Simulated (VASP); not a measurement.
Computed with TPSS meta-GGA, VASP's PBE PAW potentials (set 64) (plane waves; VASP).

Input for VASP

### INCAR
```
! general
SYSTEM  = PtS2
PREC    = Accurate
ENCUT   = 520
LREAL   = .FALSE.
LASPH   = .TRUE.

! electronic loop
EDIFF   = 1E-7
NELM    = 100
ALGO    = Normal
LMAXMIX = 6
LMIXTAU = .TRUE.

! smearing
ISMEAR  = -5

! functional
METAGGA = TPSS

! ions
ISIF    = 2

! output
LWAVE   = .FALSE.
LCHARG  = .FALSE.
LORBIT  = 11
NEDOS   = 601

! other
LEFG    = .TRUE.
```

File KPOINTS_OPT:
```
k-points along high-symmetry lines
6
Line-mode
Reciprocal
  0.000000   0.000000   0.000000 ! GAMMA
  0.500000  -0.000000   0.000000 ! M

  0.500000  -0.000000   0.000000 ! M
  0.333333   0.333333   0.000000 ! K

  0.333333   0.333333   0.000000 ! K
  0.000000   0.000000   0.000000 ! GAMMA

  0.000000   0.000000   0.000000 ! GAMMA
  0.000000   0.000000   0.500000 ! A

  0.000000   0.000000   0.500000 ! A
  0.500000  -0.000000   0.500000 ! L

  0.500000  -0.000000   0.500000 ! L
  0.333333   0.333333   0.500000 ! H

  0.333333   0.333333   0.500000 ! H
  0.000000   0.000000   0.500000 ! A

  0.500000  -0.000000   0.500000 ! L
  0.500000  -0.000000   0.000000 ! M

  0.333333   0.333333   0.500000 ! H
  0.333333   0.333333   0.000000 ! K
```

File POSCAR:
```
PtS2
1
    1.7784780517    -3.0804144168     0.0000000000
    1.7784780517     3.0804144168     0.0000000000
    0.0000000000     0.0000000000     7.4319995758
Pt S
1 2
Direct
  0.0000000000   0.0000000000   0.0000000000
  0.3333330000   0.6666670000   0.1669828170
  0.6666670000   0.3333330000   0.8330171830
```

KPOINTS:
```
Automatic mesh
0
Gamma
8 8 4
0 0 0
```

POTCAR, in this order: Pt S (PBE.64 set). Program: vasp_std.

Output of the run:

File OSZICAR:
```
       N       E                     dE             d eps       ncg     rms          rms(c)
DAV:   1     0.113715215669E+03    0.11372E+03   -0.98705E+03  1066   0.126E+03
DAV:   2    -0.195526722141E+02   -0.13327E+03   -0.13043E+03  1345   0.239E+02
DAV:   3    -0.262501893356E+02   -0.66975E+01   -0.66646E+01  1386   0.605E+01
DAV:   4    -0.263556390064E+02   -0.10545E+00   -0.10542E+00  1402   0.801E+00
DAV:   5    -0.263580043155E+02   -0.23653E-02   -0.23653E-02  1481   0.111E+00    0.195E+01
DAV:   6    -0.256719493128E+02    0.68606E+00   -0.13975E+01  1050   0.451E+01    0.112E+01
DAV:   7    -0.259861550372E+02   -0.31421E+00   -0.56373E+00  1113   0.248E+01    0.382E+00
DAV:   8    -0.260592227421E+02   -0.73068E-01   -0.17912E-01  1351   0.377E+00    0.157E+00
DAV:   9    -0.260305295173E+02    0.28693E-01   -0.53196E-02  1330   0.189E+00    0.560E-01
DAV:  10    -0.260590010122E+02   -0.28471E-01   -0.11706E-02  1183   0.107E+00    0.363E-01
DAV:  11    -0.260414814877E+02    0.17520E-01   -0.67621E-03  1225   0.105E+00    0.191E-01
DAV:  12    -0.260613973474E+02   -0.19916E-01   -0.10761E-02  1106   0.110E+00    0.430E-02
DAV:  13    -0.260627345577E+02   -0.13372E-02   -0.37936E-04  1456   0.232E-01    0.307E-02
DAV:  14    -0.260626713456E+02    0.63212E-04   -0.83784E-05  1148   0.105E-01    0.147E-02
DAV:  15    -0.260628575487E+02   -0.18620E-03   -0.42842E-05  1134   0.900E-02    0.845E-03
DAV:  16    -0.260628825035E+02   -0.24955E-04   -0.19927E-05  1162   0.444E-02    0.489E-03
DAV:  17    -0.260628849470E+02   -0.24435E-05   -0.12248E-06  1393   0.113E-02    0.421E-03
DAV:  18    -0.260628849034E+02    0.43626E-07   -0.16088E-08   938   0.126E-03
   1 F= -.26062885E+02 E0= -.26062885E+02  d E =0.000000E+00
       N       E                     dE             ncg
       N       E                     dE             ncg
```

OUTCAR:
```
------------------------ aborting loop because EDIFF is reached ----------------------------------------
  FORCE on cell =-STRESS in cart. coord.  units (eV):
  Direction    XX          YY          ZZ          XY          YZ          ZX
  --------------------------------------------------------------------------------------
  Total        0.0545338      0.0545338     -0.0501854     -0.0000000      0.0000000      0.0000000
  in kB        1.0729586      1.0729587     -0.9874036     -0.0000000      0.0000000      0.0000000
  external PRESSURE =       0.3861712 kB  Pullay stress =       0.0000000 kB
  volume of cell :       81.43
      direct lattice vectors                 reciprocal lattice vectors
     1.778478052 -3.080414417  0.000000000     0.281139258 -0.162315823  0.000000000
     1.778478052  3.080414417  0.000000000     0.281139258  0.162315823  0.000000000
     0.000000000  0.000000000  7.431999576     0.000000000  0.000000000  0.134553291
 POSITION                                       TOTAL-FORCE (eV/Angst)
 -----------------------------------------------------------------------------------
      0.00000      0.00000      0.00000        -0.000000      0.000000      0.000000
      1.77848      1.02681      1.24102         0.000000     -0.000000     -0.015665
      1.77848     -1.02681      6.19098         0.000000      0.000000      0.015665
 -----------------------------------------------------------------------------------
    total drift:                                0.000000      0.000000      0.000000
  FREE ENERGIE OF THE ION-ELECTRON SYSTEM (eV)
  ---------------------------------------------------
  free  energy   TOTEN  =       -26.0628849034 eV

  energy  without entropy=      -26.0628849034  energy(sigma->0) =      -26.06288490

 total charge

# of ion       s       p       d       tot
------------------------------------------
    1        0.708   0.784   7.943   9.435
    2        1.349   2.287   0.000   3.636
    3        1.349   2.287   0.000   3.636
--------------------------------------------------
tot          3.406   5.358   7.943  16.707

 Electric field gradients after diagonalization (V/A^2)
 (convention: |V_zz| > |V_xx| > |V_yy|)
----------------------------------------------------------------------
 ion       V_xx      V_yy      V_zz     asymmetry (V_yy - V_xx)/ V_zz
----------------------------------------------------------------------
   1     -61.242   -61.241   122.483       0.000
   2      30.476    30.475   -60.950       0.000
   3      30.476    30.475   -60.950       0.000
```
(Selected blocks of OUTCAR.)

Without a dispersion term in the relaxation, distances and binding between the weakly bound layers, chains or molecules are unreliable, and so is what depends on them.

The compound is PtS2 in the 1T layered structure. It was relaxed first, which changed the volume by +49 %.
